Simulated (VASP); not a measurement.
Here is the system:

```
SnSi3
1.0
   -0.12651     5.66069     5.75852
    5.66069    -0.12651     5.75852
    2.76709     2.76709     0.00000
Sn Si
2 6
Direct
  0.98133   0.98133   0.03734
  0.14367   0.14367   0.21266
  0.99006   0.52009   0.98985
  0.13494   0.60491   0.26015
  0.52009   0.99006   0.98985
  0.60491   0.13494   0.26015
  0.49916   0.49916   0.00167
  0.62584   0.62584   0.24833
```

Computed with PBEsol GGA, VASP's PBE PAW potentials (set 64) (plane waves; VASP). Settings: 400 eV cut-off, Gaussian smearing of 0.050 eV, potentials Sn_d Si.

### Question
Give the energies of bands 17 to 30 at the high-symmetry points, in eV from the Fermi level.

### Answer

| band | Γ | Y | C0 | Z | A0 | T | S | R |
|---|---|---|---|---|---|---|---|---|
| 17 | -7.22 | -4.86 | -5.13 | -5.99 | -7.01 | -7.20 | -4.91 | -6.54 |
| 18 | -3.55 | -4.29 | -4.83 | -5.99 | -7.01 | -7.20 | -4.70 | -6.54 |
| 19 | -3.23 | -4.13 | -4.35 | -4.55 | -3.67 | -3.53 | -4.04 | -4.28 |
| 20 | -2.15 | -3.84 | -3.55 | -4.55 | -3.67 | -3.53 | -3.74 | -4.28 |
| 21 | -2.13 | -2.81 | -2.66 | -4.20 | -3.52 | -3.45 | -2.83 | -3.81 |
| 22 | -1.99 | -2.65 | -2.58 | -4.20 | -3.52 | -3.45 | -2.56 | -3.81 |
| 23 | -1.46 | -2.26 | -2.55 | -3.90 | -2.74 | -1.83 | -1.91 | -3.17 |
| 24 | -0.47 | -2.21 | -2.24 | -3.90 | -2.74 | -1.83 | -1.61 | -3.17 |
| 25 | -0.40 | -2.18 | -1.96 | -1.94 | -1.77 | -1.54 | -0.77 | -2.25 |
| 26 | 0.05 | -0.17 | 0.00 | -1.94 | -1.77 | -1.54 | 0.26 | -2.25 |
| 27 | 0.18 | 0.33 | 0.79 | 1.41 | -0.09 | -0.44 | 0.35 | 0.23 |
| 28 | 0.23 | 0.34 | 0.85 | 1.41 | -0.09 | -0.44 | 0.72 | 0.23 |
| 29 | 0.29 | 1.30 | 1.16 | 2.96 | 0.62 | 0.24 | 0.93 | 1.21 |
| 30 | 0.84 | 1.73 | 2.02 | 2.96 | 0.62 | 0.24 | 2.02 | 1.21 |

It has no gap at this level: it comes out as a metal or semimetal.

The structure was generated: Sn2Si6 was put into an ordered model structure (Cmcm), which need not be its known phase. It was relaxed first.
